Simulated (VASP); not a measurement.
Level of theory: PBE GGA + U (Dudarev), VASP's PBE PAW potentials (set 64) (plane waves; VASP).

VASP input:

INCAR:
```
SYSTEM  =  TiO2
PREC  =  Accurate; ENCUT  =  400; LREAL  =  .FALSE.
LASPH  =  .TRUE.
EDIFF  =  1E-6; NELM  =  100; ALGO  =  Normal
LMAXMIX  =  4
ISMEAR  =  0; SIGMA  =  0.01
GGA  =  PE
LDAUL  =  2 -1
LDAUU  =  3.0 0
LDAUJ  =  0 0
LDAU  =  .TRUE.; LDAUTYPE  =  2
ISIF  =  2
LWAVE  =  .FALSE.; LCHARG  =  .FALSE.
```

### POSCAR
```
TiO2
1
   -1.8912700000     1.8912700000     4.8075100000
    1.8912700000    -1.8912700000     4.8075100000
    1.8912700000     1.8912700000    -4.8075100000
Ti O
2 4
Direct
  0.0000000000   0.0000000000   0.0000000000
  0.7500000000   0.2500000000   0.5000000000
  0.9571500000   0.4571500000   0.5000000000
  0.2071500000   0.2071500000   0.0000000000
  0.7928500000   0.7928500000   0.0000000000
  0.5428500000   0.0428500000   0.5000000000
```

File KPOINTS:
```
Automatic
0
gamma
12 12 12
0 0 0
```

POTCAR, in this order: Ti_sv O (PBE.64 set). Program: vasp_std.

Output of the run:

### OSZICAR
```
       N       E                     dE             d eps       ncg     rms          rms(c)
DAV:   1     0.626231647450E+03    0.62623E+03   -0.21629E+04  9136   0.167E+03
DAV:   2     0.978722842582E+01   -0.61644E+03   -0.59900E+03 11608   0.528E+02
DAV:   3    -0.641763987785E+02   -0.73964E+02   -0.73194E+02 13032   0.189E+02
DAV:   4    -0.681315225027E+02   -0.39551E+01   -0.39521E+01 12860   0.416E+01
DAV:   5    -0.682933132835E+02   -0.16179E+00   -0.16176E+00 12040   0.639E+00    0.322E+01
DAV:   6    -0.496515293901E+02    0.18642E+02   -0.11250E+02 12012   0.105E+02    0.107E+01
DAV:   7    -0.497535926691E+02   -0.10206E+00   -0.10938E+01 12292   0.242E+01    0.700E+00
DAV:   8    -0.497936413278E+02   -0.40049E-01   -0.17359E+00 11548   0.123E+01    0.218E+00
DAV:   9    -0.497665527603E+02    0.27089E-01   -0.56859E-01 12284   0.740E+00    0.133E+00
DAV:  10    -0.497748340391E+02   -0.82813E-02   -0.14126E-01 11092   0.273E+00    0.412E-01
DAV:  11    -0.497721895893E+02    0.26444E-02   -0.24158E-02 11296   0.120E+00    0.622E-02
DAV:  12    -0.497722828340E+02   -0.93245E-04   -0.12319E-03 11636   0.342E-01    0.660E-02
DAV:  13    -0.497722556282E+02    0.27206E-04   -0.24442E-04 12512   0.140E-01    0.832E-03
DAV:  14    -0.497722606509E+02   -0.50227E-05   -0.27975E-05 13468   0.434E-02    0.158E-02
DAV:  15    -0.497722588734E+02    0.17775E-05   -0.12055E-05 12404   0.366E-02    0.239E-03
DAV:  16    -0.497722590030E+02   -0.12962E-06   -0.38764E-07  6252   0.512E-03
   1 F= -.49772259E+02 E0= -.49772259E+02  d E =-.371771E-13
```

File OUTCAR:
```
------------------------ aborting loop because EDIFF is reached ----------------------------------------
  FORCE on cell =-STRESS in cart. coord.  units (eV):
  Direction    XX          YY          ZZ          XY          YZ          ZX
  --------------------------------------------------------------------------------------
  Total        1.6987000      1.6987000      1.0372212      0.0000000      0.0000000      0.0000000
  in kB       39.5676290     39.5676290     24.1598778      0.0000000      0.0000000      0.0000000
  external PRESSURE =      34.4317119 kB  Pullay stress =       0.0000000 kB
  volume of cell :       68.78
      direct lattice vectors                 reciprocal lattice vectors
    -1.891270000  1.891270000  4.807510000     0.000000000  0.264372617  0.104003944
     1.891270000 -1.891270000  4.807510000     0.264372617  0.000000000  0.104003944
     1.891270000  1.891270000 -4.807510000     0.264372617  0.264372617  0.000000000
 POSITION                                       TOTAL-FORCE (eV/Angst)
 -----------------------------------------------------------------------------------
      0.00000      0.00000      0.00000         0.000000      0.000000      0.000000
      0.00000      1.89127      2.40375         0.000000      0.000000      0.000000
      0.00000      1.89127      4.39551        -0.000000      0.000000      0.137420
      0.00000      0.00000      1.99175         0.000000     -0.000000      0.137420
      0.00000      0.00000      7.62327         0.000000     -0.000000     -0.137420
      0.00000      1.89127      0.41200        -0.000000      0.000000     -0.137420
 -----------------------------------------------------------------------------------
    total drift:                               -0.000000      0.000000      0.000000
  FREE ENERGIE OF THE ION-ELECTRON SYSTEM (eV)
  ---------------------------------------------------
  free  energy   TOTEN  =       -49.7722590030 eV

  energy  without entropy=      -49.7722590030  energy(sigma->0) =      -49.77225900
```
(Selected blocks of OUTCAR.)

At this cut-off the stress carries a Pulay error, which pulls relaxed volumes low.

The structure comes from a computed database's TiO2 entry; how it stands against other phases isn't given here. The cell was not relaxed at this level. The run is one of a series of settings (LDAU = .TRUE., LDAUJ = 0 0, LDAUL = 2 -1, LDAUTYPE = 2, LDAUU = 3.0 0 against the base run), some of them coarse on purpose.
